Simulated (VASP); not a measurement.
## Ru: single point with LDA

Crystal: Ru.

```
Ru
1.0
     2.71900    0.00000    0.00000
    -1.35950    2.35472    0.00000
     0.00000    0.00000    4.29677
Ru
2
Direct
  0.33333 0.66667 0.25000
  0.66667 0.33333 0.75000
```

```json
{"Program": "VASP 6.6.1", "Task": "single point", "Functional": "LDA", "Potentials or basis": "VASP PAW LDA potentials, release 64 (Ru_pv)", "Cutoff": "450 eV", "k mesh": "18 × 18 × 10", "Occupations": "methfessel-paxton, width 0.1 eV", "Spin": "no spin polarisation", "Further INCAR settings": "ALGO = Fast; EDIFF = 1e-06; NBANDS = 21"}
```

| Quantity | Value |
| --- | --- |
| Pressure | -15.6 GPa |
| Band gap on the k mesh | none (metal or under the smearing width) |

Stress tensor (GPa, compression positive):
```
-15.40   0.00   0.00
  0.00 -15.40   0.00
  0.00   0.00 -16.13
```

Levels at points of the mesh, in eV from the Fermi level:
```tsv
k point	band 11	band 12	band 13	band 14	band 15	band 16	band 17	band 18
(0.00, 0.00, 0.00)	-2.37	-1.87	-1.87	-1.37	-1.37	1.18	1.18	1.30
(0.50, 0.00, 0.00)	-2.03	-1.77	-1.49	1.41	1.83	1.91	4.02	6.02
(0.00, 0.00, 0.50)	-2.72	-2.72	-2.67	-2.67	0.55	0.55	0.55	0.55
(0.50, 0.00, 0.50)	-1.03	-1.03	0.45	0.45	1.67	1.67	3.35	3.35
```

Run time: 10 s on 4 MPI ranks on Intel(R) Xeon(R) 6975P-C (Granite Rapids), with other jobs on the host, peak memory 0.17 GiB a rank.

Caveat: so large a pressure means that the cell lies far from this level's equilibrium, or that cutoff or potentials fall short.
